## Question

Wurtzite GaN is a stack of double layers, each made of one Ga plane and one N plane, and the unit cell holds two of them along the c axis. The table lists its vibrations from a density-functional calculation. The phonon frequency is given as a wavenumber, and the phonon q row 1 stands for the wave vector $q=0$, at which every cell moves alike.

VASP 6.6.1, PBE with PAW potentials (Ga 3d electrons in the valence), for wurtzite GaN at its relaxed cell, with a 600 eV plane-wave cutoff, a 7×7×4 k mesh and Fermi-Dirac smearing of 0.05 eV. Harmonic phonon frequencies at q = 0 come from finite displacements of 0.015 Å; negative values denote imaginary frequencies.

```
row  phonon q row (row)  phonon frequency (cm⁻¹)
  1                   1                     -0.1
  2                   1                     -0.1
  3                   1                     -0.1
  4                   1                    136.3
  5                   1                    136.3
  6                   1                    319.5
  7                   1                    498.3
  8                   1                    521.1
  9                   1                    521.1
 10                   1                    528.6
 11                   1                    528.6
 12                   1                    654.3
```

Rows 1–3 are shifts of the whole crystal, with frequency zero apart from numerical noise. In the other nine modes the atomic planes move against one another. Single frequencies belong to motion along c, equal pairs to motion in the plane. By the established order for this crystal, the two double layers move in phase in row 7 (along c) and in rows 8–9 (in the plane). They move in antiphase in rows 6 and 12 (along c) and in rows 4–5 and 10–11 (in the plane).

(a) Compare motion along c with motion in the plane. Which row breaks the pattern?

(b) Treat the atomic planes as rigid masses joined by springs to the neighbouring planes. How large is the break?

(c) What causes it, and which frequency should describe the energy that fast electrons lose in a GaN transistor channel?

## Model answer

**(a)** In antiphase, motion along c is the stiffer kind. Row 6 lies 183 cm⁻¹ above row 4, and row 12 lies 126 cm⁻¹ above row 11. In phase the order is reversed: row 7 lies 23 cm⁻¹ below row 8. Row 7 is therefore the one to examine.

**(b)** Let a Ga plane of mass $M$ be tied to the N plane (mass $m$) on one side by a spring $K_1$ and to that on the other side by $K_2$. Displace one Ga plane alone, and both springs pull it back, so its own squared frequency is $(K_1+K_2)/M$. For an N plane it is $(K_1+K_2)/m$. These two terms are the same whether the next double layer moves in phase or in antiphase; only the coupling between Ga and N changes.

The squared frequencies of two coupled oscillators add up to the sum of their own terms, whatever the coupling. In phase, one of the two modes is the shift of the whole crystal, with frequency zero. The other must then carry the entire sum:

$$\omega_{\text{in phase}}^2=\omega_{\text{anti, low}}^2+\omega_{\text{anti, high}}^2 .$$

Neither the springs nor the masses need to be known. For motion along c, rows 6 and 12 give

$$\sqrt{319.5^2+654.3^2}\approx 728\ \text{cm}^{-1}.$$

Row 7 has 498 cm⁻¹, which is 230 cm⁻¹ less. Since stiffness goes with the square of the frequency, the mode has less than half of the stiffness that the model assigns to it.

The in-plane modes offer a first, limited test of the model. Rows 4 and 11 lead to 546 cm⁻¹, only 5 % above the 521 cm⁻¹ of row 8. The same rule thus nearly holds in the plane and fails badly along c.

**(c)** The main cause is an electric field. Ga and N carry opposite effective charges, so moving them apart along c polarises each double layer. A layer polarised along its normal produces a field inside itself that pulls the charges back. Outside the layer this field vanishes. The extra stiffness therefore depends on the layer's own displacement and not on what its neighbour does, so it fits into the spring model.

In row 12 neighbouring layers are polarised in opposite directions. Their fields alternate and average to zero over the cell, and the calculation contains them in full. In row 7 all layers are polarised in the same direction, and their fields would add up to a uniform one. A periodic calculation at exactly $q=0$ holds the average field at zero, as if the two faces of a crystal plate were joined by a wire. Of the modes along c, only row 7 thereby loses its restoring pull.

Row 7 is thus the transverse optical mode, the form that the vibration takes in a wave travelling across c. In a long wave travelling along c the uniform field survives, and the same atomic motion becomes the much stiffer longitudinal optical mode. In-plane motion in such a wave builds up no uniform field, which is why rows 8–9 obey the rule.

Fast electrons in a GaN channel lose energy mainly to longitudinal optical modes, because their long-range field acts on them strongly. In waves that travel in the plane, it is the in-plane motion of rows 8–9 that gains such a field. Row 7, with a quantum of 62 meV, lacks that field. Row 12, at 81 meV, is the highest entry and a tempting choice, but its alternating polarisation cancels over the cell. No row of the table will do, since rows 8–9 are also listed without their field. A transport model needs the frequency with the uniform field restored, which requires the effective charges of the ions and the electronic screening. Larger charges widen the gap between the transverse and the longitudinal mode, and stronger screening narrows it.

## Remarks on the reasoning

The frequencies show that the sum rule breaks along c and nearly holds in the plane. That a field is responsible is an argument from electrostatics. Experiment supports it: the longitudinal mode along c is found at roughly 740 cm⁻¹ and the transverse one at roughly 530 cm⁻¹, both rough recalled values. The first lies near the result of the sum rule, the second near row 7. PBE makes the GaN cell slightly too large and these vibrations a few per cent too soft, so the very close match of the first is partly luck.

The value of 728 cm⁻¹ should still not be used as a computed longitudinal frequency. In the spring model the Ga–N coupling can only push the two antiphase frequencies apart. Their ratio should therefore be at least $\sqrt{M/m}\approx\sqrt{70/14}\approx 2.24$, yet rows 12 and 6 give 2.05. Planes of like atoms evidently act on each other too, which the model leaves out, so part of the gap of 230 cm⁻¹ may come from them.

A careful student may object that the answer depends on the assignment. If row 12 were the in-phase mode and row 7 its antiphase partner, the sum rule would miss by only about 10 %. The ratio of the antiphase pair would then fall to 1.56, much further below the limit. The in-phase transverse mode is also the one seen in Raman spectra near 530 cm⁻¹, close to row 7 and far from row 12. The printed output below lists these comparisons; the spring model was applied to the optical rows with no adjustable constant.

Output of the analysis:

```
number of acoustic modes (below 1 1/cm in size): 3
number of optical modes: 9
low antiphase pair, along c minus in plane (row 6 - row 4), 1/cm: 183.2
high antiphase pair, along c minus in plane (row 12 - row 11), 1/cm: 125.7
in-phase pair, along c minus in plane (row 7 - row 8), 1/cm: -22.8
in-plane motion, in-phase mode expected from the sum of squares, 1/cm: 545.9
in-plane motion, expected minus row 8, 1/cm: 24.79
in-plane motion, expected above row 8, percent: 4.757
motion along c, in-phase mode expected from the sum of squares, 1/cm: 728.1
motion along c, expected minus row 7, 1/cm: 229.8
motion along c, expected above row 7, percent: 46.12
square of row 7 as share of the expected square, percent: 46.83
close doublets swapped, expected above in-phase mode, percent: 1.898
rows 7 and 12 swapped, expected above in-phase mode, percent: -9.532
smallest ratio high/low that the chain allows, root of mass ratio: 2.236
ratio row 12 / row 6: 2.048
ratio row 7 / row 6, if rows 7 and 12 were swapped: 1.56
elastic constant along c over that in the plane, C33/C11: 1.105
quantum of row 7, meV: 61.78
quantum of row 12, meV: 81.12
```
